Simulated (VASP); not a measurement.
An input for Ansatz (written as the equivalent of a VASP run, and not itself run):

Ansatz 0.2 input:
```yaml
crystal:
  lattice:
    - [3.4894239, 0.0000000, 0.0000000]
    - [0.0000000, 3.4894239, 0.0000000]
    - [0.0000000, 0.0000000, 6.1415823]
  atoms:
    - { symbol: Ni, position: [0.0000000, 0.5000000, 0.0000000] }
    - { symbol: Ni, position: [0.5000000, 1.0000000, 0.5000000] }
    - { symbol: Se, position: [0.0000000, 1.0000000, 0.2500000] }
    - { symbol: Se, position: [1.0000000, 0.0000000, 0.7500000] }
kpoints:
  mp_grid: { grid: [8, 8, 6] }
hamiltonian:
  xc: pbesol
  pseudopotentials: { kind: paw }
scf:
  occupations: { method: methfessel_paxton, width: 0.1 }
  max_iter: 100
relax:
  max_steps: 30
  f_tol: 0.01
output: { forces: true, stress: true, eigenvalues: true }
```

Q: Translate this input to VASP (INCAR, KPOINTS, POSCAR, choice of POTCAR).

A: This is not unique; one that fits is 
### INCAR
```
LWAVE = .FALSE.
ENCUT = 480
SIGMA = 0.1
GGA = PS   ! PBEsol
EDIFFG = -0.01
SYSTEM = NiSe
LASPH = .TRUE.
LREAL = .FALSE.
ALGO = Normal
ISIF = 2   ! forces and stress, cell fixed
LCHARG = .FALSE.
PREC = Accurate
ISMEAR = 1
EDIFF = 1E-7
NSW = 30   ! most ionic steps
IBRION = 2   ! conjugate gradients
LMAXMIX = 4   ! l cut-off of mixed one-centre charges
NELM = 100   ! most electronic steps
```

File KPOINTS:
```
kpoints
0
gamma
 8 8 6
```

**POSCAR**
```
NiSe
1
    3.4894239309     0.0000000000     0.0000000000
    0.0000000000     3.4894239309     0.0000000000
    0.0000000000     0.0000000000     6.1415822761
Ni Se
2 2
Direct
  0.0000000000   0.5000000000   0.0000000000
  0.5000000000   1.0000000000   0.5000000000
  0.0000000000   1.0000000000   0.2500000000
  1.0000000000   0.0000000000   0.7500000000
```

POTCAR, in this order: Ni Se (PBE.64 set). Program: vasp_std.

The two are equivalent in intent, not identical: each code has its own PAW files, so the cut-off isn't converted (ENCUT is set for VASP's; basis.ecutwfc is left out, and Ansatz then takes the one that its files recommend); Ansatz stops its SCF on the density residual and VASP on the energy change (EDIFF).

The structure was generated: NiSe was put into the PtS type (P4_2/mmc), which need not be its known phase. This cell was strained or had an atom moved on purpose.
